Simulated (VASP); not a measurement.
```xyz
2
Lattice="1.3550 -2.3469 0.0000 1.3550 2.3469 0.0000 0.0000 0.0000 4.2800" Properties=species:S:1:pos:R:3 pbc="T T T"
Ru     1.3550     0.7823     1.0700
Ru     1.3550    -0.7823     3.2100
```

The base run (VASP): PBE GGA, plane waves, VASP's PBE PAW potentials (set 64). Numerical set-up: 400 eV cut-off, 14×14×8 Γ-centred mesh, first-order Methfessel-Paxton smearing of 0.10 eV, potentials Ru_pv.

One setting is varied; ΔE counts from the most expensive setting. The base run took about 10 core-seconds. The timings are rough (shared machines, no repeats); factors under 2 mean little.

The pressure holds a Pulay error that falls with the cut-off, as the column shows.

```
setting      cost over the base run  electronic steps  ΔE (meV/atom)  pressure (GPa)
-----------  ----------------------  ----------------  -------------  --------------
ENCUT = 200               about 1/3                11          359.7          -96.29
ENCUT = 300    within a factor of 2                12           -6.7            2.81
base run                  reference                12            1.4            2.68
ENCUT = 600    within a factor of 2                12            0.2            3.56
ENCUT = 650    within a factor of 2                12            0.1            3.62
ENCUT = 700    within a factor of 2                12            0.0            3.68
ENCUT = 800           about 3 times                12            0.0            3.71
```

Left out are runs that failed, have no time on record or changed the cell.

The compound is Ru in the hcp structure. The cell was not relaxed at this level.
